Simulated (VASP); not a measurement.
A convergence study with VASP on BaF$_{2}$: one setting is varied, all else stays as given below, so the limit is that of these other settings.

```
CELL_PARAMETERS angstrom
      4.37091     0.00000     0.00000
      2.18546     3.78532     0.00000
      0.00000     0.00000    22.92211
ATOMIC_POSITIONS crystal
  Ba 0.00000 0.00000 0.34430
  Ba 0.33333 0.33333 0.50000
  Ba 0.66667 0.66667 0.65570
  F  0.66667 0.66667 0.30538
  F  0.33333 0.33333 0.38323
  F  0.00000 0.00000 0.46107
  F  0.66667 0.66667 0.53892
  F  0.33333 0.33333 0.61677
  F  0.00000 0.00000 0.69462
```

Computed with PBE GGA, VASP's PBE PAW potentials (set 64) (plane waves; VASP). The tightest run used: 800 eV cut-off, 6×6×1 Γ-centred mesh, Fermi-Dirac smearing of 0.010 eV, potentials Ba_sv F.

Unless said otherwise, spin-orbit coupling is left out, though it shifts the bands of the heavy elements here. Gaps are read on the run's mesh, which can miss a band edge.

Problem. The settings run are ENCUT = 200; ENCUT = 240; ENCUT = 280; ENCUT = 340; ENCUT = 480; ENCUT = 600; ENCUT = 800. From which on does the largest force stay within 0.005 eV/Å of the tightest run?

Solution. From ENCUT = 280 on: it is off by 0.004 there and by no more than 0.005 in any finer run, while ENCUT = 240 is off by 0.016.
```
setting      E (eV/atom)  largest force (eV/Å)  gap on the mesh (eV)  plane waves  difference judged (eV/Å)
-----------  -----------  --------------------  --------------------  -----------  ------------------------
ENCUT = 200      -5.3385                 0.344                 6.699         2450                     0.006
ENCUT = 240      -5.7736                 0.334                 6.517         3261                     0.016
ENCUT = 280      -5.7022                 0.345                 6.404         4080                     0.004
ENCUT = 340      -5.6799                 0.347                 6.298         5481                     0.003
ENCUT = 480      -5.6427                 0.350                 6.230         9090                     0.001
ENCUT = 600      -5.6436                 0.350                 6.232        12683                     0.000
ENCUT = 800      -5.6459                 0.349                 6.236        19548                     0.000
```

Left out are rungs that failed or repeat a setting and relaxations that didn't move; long series are thinned to 24 rows.

The cell is a sheet or thin cut with vacuum, built from a generated structure.
